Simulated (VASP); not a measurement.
These are r2SCAN meta-GGA, VASP's PBE PAW potentials (set 64) (plane waves; VASP 6.6.1) values and carry that method's errors.

The input files of a VASP run:

INCAR:
```
# general
SYSTEM   =  SiNi
PREC     =  Accurate
ENCUT    =  400
LREAL    =  .FALSE.
LASPH    =  .TRUE.

# electronic loop
EDIFF    =  1E-6
NELM     =  100
ALGO     =  Normal
LMAXMIX  =  4
LMIXTAU  =  .TRUE.

# smearing
ISMEAR   =  1
SIGMA    =  0.1

# functional
METAGGA  =  R2SCAN

# spin
ISPIN    =  2
MAGMOM   =  4*2.0 4*0.0

# ions
IBRION   =  2
NSW      =  60
ISIF     =  3
EDIFFG   =  -0.02

# output
LWAVE    =  .FALSE.
LCHARG   =  .FALSE.
LORBIT   =  10
```

### KPOINTS
```
kpoints
0
Gamma
  6 6 6
```

**POSCAR**
```
SiNi
1
    4.4656485014     0.0000000000     0.0000000000
   -0.0000000000     4.4656485014    -0.0000000000
   -0.0000000000    -0.0000000000     4.4656485014
Ni Si
4 4
Direct
  0.1492932537   0.1492932537   0.1492932537
  0.6492932537   0.3507067463   0.8507067463
  0.8507067463   0.6492932537   0.3507067463
  0.3507067463   0.8507067463   0.6492932537
  0.8468406614   0.8468406614   0.8468406614
  0.3468406614   0.6531593386   0.1531593386
  0.1531593386   0.3468406614   0.6531593386
  0.6531593386   0.1531593386   0.3468406614
```

POTCAR, in this order: Ni Si (PBE.64 set). Program: vasp_std.

### Question
What does the run give for the energy per atom (σ→0), cell moment, volume per atom, band gap (on the k-mesh)?

### Answer

```
Property                                                     Value
------------------------  ----------------------------------------
energy per atom (σ→0)                              -10.731 eV/atom
cell moment                                                0.00 μB
band gap (on the k-mesh)  none (metal, semimetal or under 0.01 eV)
volume per atom                                     11.11 Å^3/atom
```

OSZICAR:
```
...
  11 F= -.85847146E+02 E0= -.85847388E+02  d E =-.103751E-03  mag=     0.0000
       N       E                     dE             d eps       ncg     rms          rms(c)
DAV:   1    -0.858472696218E+02   -0.12310E-03   -0.47090E-02  3592   0.115E+00    0.819E-02
DAV:   2    -0.858473397869E+02   -0.70165E-04   -0.11388E-03  5336   0.418E-01    0.623E-02
DAV:   3    -0.858472840961E+02    0.55691E-04   -0.32252E-04  4048   0.274E-01    0.229E-02
DAV:   4    -0.858472792693E+02    0.48268E-05   -0.26695E-05  4286   0.566E-02    0.641E-03
DAV:   5    -0.858472793238E+02   -0.54454E-07   -0.38967E-06  3419   0.132E-02
  12 F= -.85847279E+02 E0= -.85847516E+02  d E =-.132907E-03  mag=    -0.0000
```

The structure was generated: SiNi was put into the FeSi type (P2_13), which need not be its known phase. This run relaxes it. Symmetry was kept, so distortions that lower it aren't found. The start is the result of an earlier pass.
